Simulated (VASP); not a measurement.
Input of a VASP 6.6.1 run:

Contents of INCAR:

```
ALGO     = Normal         # electronic algorithm
EDIFF    = 1E-7           # SCF threshold, eV
ENCUT    = 520            # plane-wave cutoff, eV
GGA      = PS             # functional
GGA_COMPAT= F            
ISIF     = 2              # what is computed and relaxed
ISMEAR   = 0              # smearing method
KPAR     = 4            
LASPH    = T              # aspherical terms in the spheres
LCHARG   = F              # write CHGCAR
LORBIT   = 11             # projections on sites
LREAL    = F              # projectors in reciprocal space
LSORBIT  = T              # spin-orbit coupling
LWAVE    = F              # write WAVECAR
MAGMOM   = 0 0 0 0 0 0    # initial moments
NELM     = 80             # most SCF steps
PREC     = Accurate       # precision mode
SIGMA    = 0.02           # smearing width, eV
```

KPOINTS

```
k-points
0
Gamma
  8 8 8
```

File POSCAR:

```
Sn                                      
1.0
    0.0000000000      3.2676089727      3.2676089727
    3.2676089727      0.0000000000      3.2676089727
    3.2676089727      3.2676089727      0.0000000000
  Sn            
     2
Direct
     0.0000000000000000    0.0000000000000000    0.0000000000000000
     0.2500000000000000    0.2500000000000000    0.2500000000000000
```

KPOINTS_OPT

```
path GXWKGLUWLK,UX
15
line-mode
reciprocal
 0.0000000000  0.0000000000  0.0000000000  G
 0.5000000000  0.0000000000  0.5000000000  X

 0.5000000000  0.0000000000  0.5000000000  X
 0.5000000000  0.2500000000  0.7500000000  W

 0.5000000000  0.2500000000  0.7500000000  W
 0.3750000000  0.3750000000  0.7500000000  K

 0.3750000000  0.3750000000  0.7500000000  K
 0.0000000000  0.0000000000  0.0000000000  G

 0.0000000000  0.0000000000  0.0000000000  G
 0.5000000000  0.5000000000  0.5000000000  L

 0.5000000000  0.5000000000  0.5000000000  L
 0.6250000000  0.2500000000  0.6250000000  U

 0.6250000000  0.2500000000  0.6250000000  U
 0.5000000000  0.2500000000  0.7500000000  W

 0.5000000000  0.2500000000  0.7500000000  W
 0.5000000000  0.5000000000  0.5000000000  L

 0.5000000000  0.5000000000  0.5000000000  L
 0.3750000000  0.3750000000  0.7500000000  K

 0.6250000000  0.2500000000  0.6250000000  U
 0.5000000000  0.0000000000  0.5000000000  X
```

Potentials or basis: VASP PAW PBE potentials, release 64 (Sn_d).

Command:

```bash
$ cat potpaw_PBE.64/Sn_d/POTCAR > POTCAR
$ mpirun -np 4 vasp_ncl > vasp.out
```

Task: Estimate the pressure.

Result: 0.1 GPa.

Task: What does it give for the net moment?

Result: 0.00 μB per cell.

Moments on the atoms (μB; x, y, z):
```
Sn  0.00 0.00 0.00
Sn  0.00 0.00 0.00
```

Caveat: the PAW data sets were made with another functional, which shifts forces and pressure a little.
